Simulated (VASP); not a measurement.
Level of theory: PBE GGA, VASP's PBE PAW potentials (set 64) (plane waves; VASP).

A VASP calculation is set up with these files.

File KPOINTS:
```
Automatic
0
gamma
6 6 6
0 0 0
```

**INCAR**
```
SYSTEM = KTaO3
PREC = Accurate
ENCUT = 520
EDIFF = 1E-7
NELM = 100
ALGO = Normal
LREAL = .FALSE.
LASPH = .TRUE.
ISMEAR = -5
GGA = PE
LMAXMIX = 6
LWAVE = .FALSE.
LCHARG = .TRUE.
LORBIT = 11
NEDOS = 601
ISIF = 2
LEFG = .TRUE.
```

POSCAR:
```
KTaO3
1
    4.0288805204     0.0000000000     0.0000000000
    0.0000000000     4.0288805204     0.0000000000
    0.0000000000     0.0000000000     4.0288805204
K Ta O
1 1 3
Direct
  0.0000000000   0.0000000000   0.0000000000
  0.5000000000   0.5000000000   0.5000000000
  0.5000000000   0.0000000000   0.5000000000
  0.0000000000   0.5000000000   0.5000000000
  0.5000000000   0.5000000000   0.0000000000
```

POTCAR, in this order: K_sv Ta_pv O (PBE.64 set). Program: vasp_std.

What VASP printed:

**OSZICAR**
```
       N       E                     dE             d eps       ncg     rms          rms(c)
DAV:   1     0.336423406790E+03    0.33642E+03   -0.21978E+04   920   0.168E+03
DAV:   2    -0.312911290607E+02   -0.36771E+03   -0.36046E+03  1127   0.447E+02
DAV:   3    -0.493215504150E+02   -0.18030E+02   -0.17989E+02  1181   0.986E+01
DAV:   4    -0.497511871561E+02   -0.42964E+00   -0.42941E+00  1590   0.131E+01
DAV:   5    -0.497536574246E+02   -0.24703E-02   -0.24701E-02  1172   0.963E-01    0.339E+01
DAV:   6    -0.412689568530E+02    0.84847E+01   -0.44617E+01  1116   0.461E+01    0.134E+01
DAV:   7    -0.411233639509E+02    0.14559E+00   -0.25070E+00  1182   0.104E+01    0.873E+00
DAV:   8    -0.410757951415E+02    0.47569E-01   -0.43214E-01  1192   0.559E+00    0.146E+00
DAV:   9    -0.410675930745E+02    0.82021E-02   -0.34217E-02  1258   0.130E+00    0.261E-01
DAV:  10    -0.410669272167E+02    0.66586E-03   -0.85664E-03  1251   0.684E-01    0.444E-02
DAV:  11    -0.410669978473E+02   -0.70631E-04   -0.38680E-04  1298   0.157E-01    0.368E-02
DAV:  12    -0.410670298195E+02   -0.31972E-04   -0.43372E-05  1356   0.516E-02    0.615E-03
DAV:  13    -0.410670301523E+02   -0.33273E-06   -0.35648E-06  1211   0.134E-02    0.334E-03
DAV:  14    -0.410670299781E+02    0.17413E-06   -0.38383E-07  1115   0.443E-03    0.763E-04
DAV:  15    -0.410670300172E+02   -0.39061E-07   -0.24207E-08   782   0.146E-03
   1 F= -.41067030E+02 E0= -.41067030E+02  d E =0.000000E+00
```

File OUTCAR:
```
------------------------ aborting loop because EDIFF is reached ----------------------------------------
  FORCE on cell =-STRESS in cart. coord.  units (eV):
  Direction    XX          YY          ZZ          XY          YZ          ZX
  --------------------------------------------------------------------------------------
  Total       -0.0210167     -0.0210167     -0.0210167     -0.0000000     -0.0000000     -0.0000000
  in kB       -0.5148985     -0.5148985     -0.5148985     -0.0000000     -0.0000000     -0.0000000
  external PRESSURE =      -0.5148985 kB  Pullay stress =       0.0000000 kB
  volume of cell :       65.40
      direct lattice vectors                 reciprocal lattice vectors
     4.028880520  0.000000000  0.000000000     0.248207907  0.000000000  0.000000000
     0.000000000  4.028880520  0.000000000     0.000000000  0.248207907  0.000000000
     0.000000000  0.000000000  4.028880520     0.000000000  0.000000000  0.248207907
 POSITION                                       TOTAL-FORCE (eV/Angst)
 -----------------------------------------------------------------------------------
      0.00000      0.00000      0.00000         0.000000      0.000000      0.000000
      2.01444      2.01444      2.01444         0.000000      0.000000      0.000000
      2.01444      0.00000      2.01444         0.000000      0.000000      0.000000
      0.00000      2.01444      2.01444         0.000000      0.000000      0.000000
      2.01444      2.01444      0.00000         0.000000      0.000000      0.000000
 -----------------------------------------------------------------------------------
    total drift:                                0.000000      0.000000     -0.000000
  FREE ENERGIE OF THE ION-ELECTRON SYSTEM (eV)
  ---------------------------------------------------
  free  energy   TOTEN  =       -41.0670300172 eV

  energy  without entropy=      -41.0670300172  energy(sigma->0) =      -41.06703002

 total charge

# of ion       s       p       d       tot
------------------------------------------
    1        1.961   5.603   0.045   7.609
    2        0.337   6.332   2.014   8.683
    3        1.561   3.505   0.000   5.066
    4        1.561   3.505   0.000   5.066
    5        1.561   3.505   0.000   5.066
--------------------------------------------------
tot          6.980  22.450   2.058  31.489
```
(Selected blocks of OUTCAR.)

The compound is KTaO3 in the cubic perovskite structure. It was relaxed first.
